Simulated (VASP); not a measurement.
**Bi3SbO3: relaxation of cell and atoms with PBE**

Crystal: Bi3SbO3.

```
CELL_PARAMETERS angstrom
4.39357 0.00000 0.00000
0.00000 4.39357 0.00000
0.00000 0.00000 8.85172
ATOMIC_POSITIONS crystal
Sb 0.50000 0.50000 0.00000
Bi 0.50000 0.50000 0.50000
Bi 0.00000 0.00000 0.25444
Bi 0.00000 0.00000 0.74556
O 0.00000 0.50000 0.50000
O 0.50000 0.00000 0.50000
O 0.00000 0.00000 0.00000
```

The cell was built by a generator and needn't be a form met in nature.

| Quantity | Value |
| --- | --- |
| Program | VASP 6.6.1 |
| Task | relaxation of cell and atoms |
| Functional | PBE |
| Potentials or basis | VASP PAW PBE potentials, release 64 (Sb, Bi_d, O) |
| Cutoff | 520 eV |
| k mesh | 3 × 3 × 2 |
| Occupations | gaussian, width 0.15 eV |
| Spin | no spin polarisation |
| Further INCAR settings | PREC = Normal; ALGO = Fast; EDIFF = 0.0001; IBRION = 2; EDIFFG = -0.08; NSW = 24; ISIF = 3 |

```yaml
Relaxed_volume: 23.05 Å³/atom
Relaxed_cell: a = 4.612 Å, b = 4.612 Å, c = 7.585 Å, α = 90.00°, β = 90.00°, γ = 90.00°
Space_group_after_relaxing_to_0.05_Å: P4/mmm (No. 123)
Energy_gained_by_relaxing: 76.5 meV/atom
Ionic_steps: 13
Pressure_after_relaxing: 0.1 GPa
Largest_force_after_relaxing: 0.030 eV/Å
Band_gap_on_the_k_mesh: none (metal or under the smearing width)
```

Forces on the atoms (eV/Å):
```
Sb   0.000  0.000  0.000
Bi   0.000  0.000  0.000
Bi   0.000  0.000 -0.030
Bi   0.000  0.000  0.030
O    0.000  0.000  0.000
O    0.000  0.000  0.000
O    0.000  0.000  0.000
```

Stress tensor (GPa, compression positive):
```
0.00 0.00 0.00
0.00 0.00 0.00
0.00 0.00 0.35
```

The path:
```
step  energy change (eV)  largest force (eV/Å)  pressure (GPa)  volume (Å³)
   1              0.0000                0.5971           -2.67       170.87
   2             -0.1823                0.2650            1.32       160.92
   3             -0.1823                0.2880            1.28       160.83
   4             -0.2837                0.6646            1.15       161.85
   5             -0.3149                1.6655            1.14       162.93
   6             -0.3222                1.2950            1.12       162.61
   7             -0.3986                0.8967           -0.31       165.09
   8             -0.4377                0.4518           -2.07       168.32
   9             -0.5025                0.2275           -1.67       165.52
  10             -0.5335                0.0984           -0.74       162.35
  11             -0.5336                0.1390           -0.55       162.02
  12             -0.5348                0.1361           -0.02       160.87
  13             -0.5353                0.0298            0.11       161.35
```

Final structure:
```
CELL_PARAMETERS angstrom
4.61225 0.00000 0.00000
0.00000 4.61225 0.00000
0.00000 0.00000 7.58461
ATOMIC_POSITIONS crystal
Sb 0.50000 0.50000 0.00000
Bi 0.50000 0.50000 0.50000
Bi 0.00000 0.00000 0.27220
Bi 0.00000 0.00000 0.72780
O 0.00000 0.50000 0.50000
O 0.50000 0.00000 0.50000
O 0.00000 0.00000 0.00000
```

Levels at points of the mesh, in eV from the Fermi level:
| k point | band 29 | band 30 | band 31 | band 32 | band 33 | band 34 | band 35 | band 36 | band 37 | band 38 |
| --- | --- | --- | --- | --- | --- | --- | --- | --- | --- | --- |
| (0.00, 0.00, 0.00) | -3.25 | -3.08 | -2.55 | -1.45 | -0.19 | -0.19 | 0.29 | 0.44 | 0.44 | 2.37 |
| (0.00, 0.00, 0.50) | -3.54 | -3.47 | -3.08 | -1.13 | 0.12 | 0.12 | 0.91 | 0.91 | 0.96 | 1.69 |

Wall time 4.3 min on 1 thread of Intel(R) Xeon(R) Platinum 8259CL CPU @ 2.50GHz (Skylake/Cascade Lake) (shared host), peak memory 0.21 GiB.

Caveat: the k mesh is coarse (spacing up to 0.48 Å⁻¹), so the values aren't converged; spin-orbit coupling is left out, which moves the levels of the heavy elements; the relaxation stopped at a loose force limit of 0.08 eV/Å, so its end isn't a converged minimum.
